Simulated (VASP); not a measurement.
Input:

```
CELL_PARAMETERS angstrom
      0.00000     3.12401     3.12401
      3.12401     0.00000     3.12401
      3.12401     3.12401     0.00000
ATOMIC_POSITIONS crystal
  Sn 0.00000 0.00000 0.00000
  Te 0.50000 0.50000 0.50000
```

These are PBE GGA, VASP's PBE PAW potentials (set 64) (plane waves; VASP) values and carry that method's errors. Run with 300 eV cut-off, 6×6×6 Γ-centred mesh, Gaussian smearing of 0.14 eV, potentials Sn_d Te.

Unless said otherwise, spin-orbit coupling is left out, though it shifts the bands of the heavy elements here.

Q: Give the energies of bands 7 to 13 at the high-symmetry points, in eV from the valence-band maximum.

A: 
| band | Γ | X | U | L | W |
|---|---|---|---|---|---|
| 7 | -4.57 | -6.49 | -7.52 | -8.48 | -7.46 |
| 8 | -2.21 | -5.76 | -5.35 | -1.86 | -4.99 |
| 9 | -2.21 | -3.87 | -3.35 | -1.86 | -4.99 |
| 10 | -2.21 | -3.87 | -2.77 | 0.00 | -0.81 |
| 11 | 3.41 | 2.08 | 3.08 | 0.18 | 0.85 |
| 12 | 3.41 | 5.06 | 3.13 | 0.33 | 4.63 |
| 13 | 3.41 | 5.06 | 4.20 | 0.33 | 4.63 |

The gap is indirect, 0.15 eV, from the valence maximum at L to the conduction minimum at L-W at 0.11.

The structure comes from a computed database's SnTe entry; how it stands against other phases isn't given here. The cell was not relaxed at this level.
